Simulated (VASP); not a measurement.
Computed with optB86b-vdW, VASP's PBE PAW potentials (set 64) (plane waves; VASP).

Input for VASP

File KPOINTS:
```
Automatic mesh
0
Gamma
12 12 7
0 0 0
```

File POSCAR:
```
Ho
1
    1.7814554684    -3.0855714363     0.0000000000
    1.7814554684     3.0855714363     0.0000000000
    0.0000000000     0.0000000000     5.4722600533
Ho
2
Direct
  0.3333330000   0.6666670000   0.2500000000
  0.6666670000   0.3333330000   0.7500000000
```

### INCAR
```
# general
SYSTEM    =  Ho
PREC      =  Accurate
ENCUT     =  520
LREAL     =  F
LASPH     =  T   # aspherical one-centre terms

# electronic loop
EDIFF     =  1E-7
NELM      =  100
ALGO      =  Normal
LMAXMIX   =  6   # l cut-off of mixed one-centre charges

# smearing
ISMEAR    =  1   # Methfessel-Paxton
SIGMA     =  0.1   # width (eV)

# functional
GGA       =  MK
LUSE_VDW  =  T
AGGAC     =  0.0
PARAM1    =  0.1234
PARAM2    =  1.0

# ions
IBRION    =  2   # conjugate gradients
NSW       =  30   # most ionic steps
ISIF      =  4   # ions and shape, fixed volume
EDIFFG    =  -0.01   # ionic stop

# output
LWAVE     =  F
LCHARG    =  F
```

POTCAR, in this order: Ho_3 (PBE.64 set). Program: vasp_std.

Output of the run:

OSZICAR:
```
       N       E                     dE             d eps       ncg     rms          rms(c)
DAV:   1     0.947418992604E+02    0.94742E+02   -0.82049E+03  2184   0.129E+03
DAV:   2     0.100453313051E+01   -0.93737E+02   -0.92247E+02  2904   0.556E+02
DAV:   3    -0.389302056354E+01   -0.48976E+01   -0.46300E+01  3262   0.932E+01
DAV:   4    -0.410228589273E+01   -0.20927E+00   -0.19797E+00  3366   0.127E+01
DAV:   5    -0.410807110993E+01   -0.57852E-02   -0.57193E-02  3325   0.213E+00    0.246E+01
DAV:   6    -0.412037340793E+01   -0.12302E-01   -0.22693E-02  3338   0.205E+00    0.147E+01
DAV:   7    -0.413510707166E+01   -0.14734E-01   -0.41339E-02  3199   0.289E+00    0.303E-01
DAV:   8    -0.413509448954E+01    0.12582E-04   -0.23933E-03  2756   0.546E-01    0.786E-02
DAV:   9    -0.413513544665E+01   -0.40957E-04   -0.21857E-04  3337   0.172E-01    0.338E-02
DAV:  10    -0.413513240578E+01    0.30409E-05   -0.27397E-05  3328   0.551E-02    0.433E-02
DAV:  11    -0.413513362990E+01   -0.12241E-05   -0.27555E-06  2770   0.145E-02    0.356E-03
DAV:  12    -0.413513380496E+01   -0.17506E-06   -0.19640E-07  1831   0.653E-03    0.203E-03
DAV:  13    -0.413513380244E+01    0.25229E-08   -0.67868E-08  1703   0.807E-03
   1 F= -.41351338E+01 E0= -.41342143E+01  d E =-.413513E+01
       N       E                     dE             d eps       ncg     rms          rms(c)
DAV:   1    -0.414022076386E+01   -0.50870E-02   -0.17943E-01  2916   0.385E+00    0.284E-01
DAV:   2    -0.413796529276E+01    0.22555E-02   -0.49873E-03  3165   0.882E-01    0.183E-01
DAV:   3    -0.413687850453E+01    0.10868E-02   -0.13412E-03  3515   0.348E-01    0.967E-02
DAV:   4    -0.413688236312E+01   -0.38586E-05   -0.18125E-04  3020   0.109E-01    0.417E-02
DAV:   5    -0.413688259533E+01   -0.23220E-06   -0.76109E-06  3635   0.321E-02    0.592E-03
DAV:   6    -0.413688246682E+01    0.12850E-06   -0.40317E-07  2733   0.573E-03    0.168E-03
DAV:   7    -0.413688244243E+01    0.24395E-07   -0.34001E-08  1588   0.284E-03
   2 F= -.41368824E+01 E0= -.41361501E+01  d E =-.174864E-02
       N       E                     dE             d eps       ncg     rms          rms(c)
DAV:   1    -0.414131871456E+01   -0.44362E-02   -0.20175E-01  2901   0.408E+00    0.301E-01
DAV:   2    -0.413873256131E+01    0.25862E-02   -0.56278E-03  3147   0.938E-01    0.196E-01
DAV:   3    -0.413750978408E+01    0.12228E-02   -0.14875E-03  3512   0.365E-01    0.109E-01
DAV:   4    -0.413751018937E+01   -0.40528E-06   -0.19982E-04  3059   0.115E-01    0.454E-02
DAV:   5    -0.413751028436E+01   -0.94994E-07   -0.91404E-06  3632   0.351E-02    0.517E-03
DAV:   6    -0.413751017447E+01    0.10989E-06   -0.47037E-07  2798   0.596E-03    0.138E-03
DAV:   7    -0.413751015313E+01    0.21340E-07   -0.32926E-08  1583   0.269E-03
   3 F= -.41375102E+01 E0= -.41370499E+01  d E =-.237635E-02
```

OUTCAR:
```
------------------------ aborting loop because EDIFF is reached ----------------------------------------
  FORCE on cell =-STRESS in cart. coord.  units (eV):
  Direction    XX          YY          ZZ          XY          YZ          ZX
  --------------------------------------------------------------------------------------
  Total       -0.0243976     -0.0243976     -0.0269986      0.0000000     -0.0000000      0.0000000
  in kB       -0.6497550     -0.6497550     -0.7190247      0.0000000     -0.0000000      0.0000000
  external PRESSURE =      -0.6728449 kB  Pullay stress =       0.0000000 kB
  volume of cell :       60.16
      direct lattice vectors                 reciprocal lattice vectors
     1.770333311 -3.066307294  0.000000000     0.282432690 -0.163062587  0.000000000
     1.770333311  3.066307294  0.000000000     0.282432690  0.163062587  0.000000000
     0.000000000  0.000000000  5.541235228    -0.000000000 -0.000000000  0.180465178
 POSITION                                       TOTAL-FORCE (eV/Angst)
 -----------------------------------------------------------------------------------
      1.77033      1.02210      1.38531         0.000000      0.000000      0.000000
      1.77033     -1.02210      4.15593        -0.000000     -0.000000     -0.000000
 -----------------------------------------------------------------------------------
    total drift:                                0.000000      0.000088     -0.000011
  FREE ENERGIE OF THE ION-ELECTRON SYSTEM (eV)
  ---------------------------------------------------
  free  energy   TOTEN  =        -4.1375101531 eV

  energy  without entropy=       -4.1361295154  energy(sigma->0) =       -4.13704994

 reached required accuracy - stopping structural energy minimisation
```
(Selected blocks of OUTCAR.)

File CONTCAR:
```
Ho
   1.00000000000000
     1.7703333113444761   -3.0663072942416432    0.0000000000000000
     1.7703333113444761    3.0663072942416432    0.0000000000000000
     0.0000000000000000    0.0000000000000000    5.5412352275896009
  Ho
     2
Direct
     0.3333330000000032    0.6666669999999968    0.2500000000000000
     0.6666669999999968    0.3333330000000032    0.7500000000000000
```

The 4f electrons are frozen in the core of the lanthanide potential, so 4f levels, which can set the real gap, and their magnetism are missing.

The compound is Ho in the hcp structure. This run relaxes it. Symmetry was kept, so distortions that lower it aren't found.
